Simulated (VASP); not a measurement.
An input for Quantum ESPRESSO's pw.x (written as the equivalent of a VASP run, and not itself run):

```
&CONTROL
  calculation = 'vc-relax'
  pseudo_dir = './pseudo'
  outdir = './out'
  tprnfor = .true.
  tstress = .true.
  nstep = 40
  forc_conv_thr = 0.00039
/
&SYSTEM
  ibrav = 0
  nat = 4
  ntyp = 2
  ecutwfc = 84
  occupations = 'smearing'
  smearing = 'gaussian'
  degauss = 0.003675
  input_dft = 'pbe'
/
&ELECTRONS
  conv_thr = 7.3e-09
  electron_maxstep = 100
/
&IONS
/
&CELL
  press = 10
/
ATOMIC_SPECIES
  Sn 118.710 Sn.upf
  O 15.999 O.upf
CELL_PARAMETERS angstrom
     3.8677918    0.0000000    0.0000000
     0.0000000    3.8677918   -0.0000000
     0.0000000   -0.0000000    5.0526415
ATOMIC_POSITIONS crystal
  Sn   0.5000000  0.0000000  0.7698231
  Sn   1.0000000  0.5000000  0.2301769
  O    0.5000000  0.5000000  1.0000000
  O    0.0000000  1.0000000  1.0000000
K_POINTS automatic
  6 6 4 0 0 0
```

Q: Write the VASP files for the same calculation (PBE).

A: Several could match; the one computed here: 
File KPOINTS:
```
Regular mesh
0
gamma
  6 6 4
```

**POSCAR**
```
SnO
1
    3.8677917736     0.0000000000     0.0000000000
    0.0000000000     3.8677917736    -0.0000000000
    0.0000000000    -0.0000000000     5.0526415445
Sn O
2 2
Direct
  0.5000000000   0.0000000000   0.7698230672
  1.0000000000   0.5000000000   0.2301769328
  0.5000000000   0.5000000000   1.0000000000
  0.0000000000   1.0000000000   1.0000000000
```

### INCAR
```
SYSTEM = SnO
PREC = Accurate
ENCUT = 600
EDIFF = 1E-7
NELM = 100
ALGO = Normal
LREAL = .FALSE.
LASPH = .TRUE.
ISMEAR = 0
SIGMA = 0.05
GGA = PE
LMAXMIX = 4
LWAVE = .FALSE.
LCHARG = .FALSE.
ISIF = 3
IBRION = 2
NSW = 40
EDIFFG = -0.01
PSTRESS = 10
```

POTCAR, in this order: Sn_d O (PBE.64 set). Program: vasp_std.

What does not carry over: the potentials are each code's own (VASP's PAW set, PseudoDojo norm-conserving files in pw.x), so ENCUT and ecutwfc are chosen apart and not converted; conv_thr bounds pw.x's estimated SCF error, while EDIFF bounds the energy change between steps; forc_conv_thr acts on force components and is met together with etot_conv_thr.

The compound is SnO in the litharge structure. This run relaxes it under an external pressure of 1 GPa. Symmetry was kept, so distortions that lower it aren't found.
